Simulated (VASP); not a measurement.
Mg$_{2}$Si (antifluorite): the PBEsol highest Γ mode (no LO-TO splitting) against the volume, with the cell scaled uniformly; PBEsol's own equilibrium is at 21.052 Å³/atom. VASP (PAW), 400 eV cut-off, 10×10×10 Γ-centred mesh, Gaussian smearing of 0.010 eV, potentials Mg Si.  Fit ln ω as a straight line in ln V.

```json
[
 {"V (Å³/atom)": "19.157", "ln(ω/cm⁻¹)": "5.8064"},
 {"V (Å³/atom)": "19.789", "ln(ω/cm⁻¹)": "5.7530"},
 {"V (Å³/atom)": "20.42", "ln(ω/cm⁻¹)": "5.6991"},
 {"V (Å³/atom)": "21.052", "ln(ω/cm⁻¹)": "5.6449"},
 {"V (Å³/atom)": "21.683", "ln(ω/cm⁻¹)": "5.5896"},
 {"V (Å³/atom)": "22.315", "ln(ω/cm⁻¹)": "5.5337"}
]
```

Task: Fit the rows as the text says and predict the value at 18.526.

Result: The slope is -1.79, a mode Grüneisen parameter of 1.79. The line misses the rows by up to 0.0039 and gives 5.8699 at 18.526. The run gave 5.8595, -0.0104 from the line, so the form doesn't hold that far.

Left out are failed runs and those whose mesh is unfit for this quantity.

The compound is Mg2Si in the antifluorite structure.
